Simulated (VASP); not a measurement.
```yaml
crystal:
  lattice:
    - [0.00000, 3.22064, 3.28505]
    - [3.22064, 0.00000, 3.28505]
    - [3.22064, 3.22064, 0.00000]
  atoms:
    - { symbol: Te, position: [0.50000, 0.50000, 0.50000] }
    - { symbol: Pb, position: [0.00000, 0.00000, 0.00000] }
```

The numbers are results of PBEsol GGA, VASP's PBE PAW potentials (set 64) (plane waves; VASP 6.6.1), not measurements. Numerical set-up: 480 eV cut-off, 8×8×8 Γ-centred mesh, Gaussian smearing of 0.050 eV, potentials Te Pb_d.

### Question
Give the stress tensor in GPa (positive for a compressed cell).

### Answer

```
-0.06   0.00   0.00
 0.00  -0.06   0.00
 0.00   0.00  -2.18
```
The pressure is its mean diagonal, -0.77 GPa.

The compound is PbTe in the rock salt structure. This cell was strained or had an atom moved on purpose.
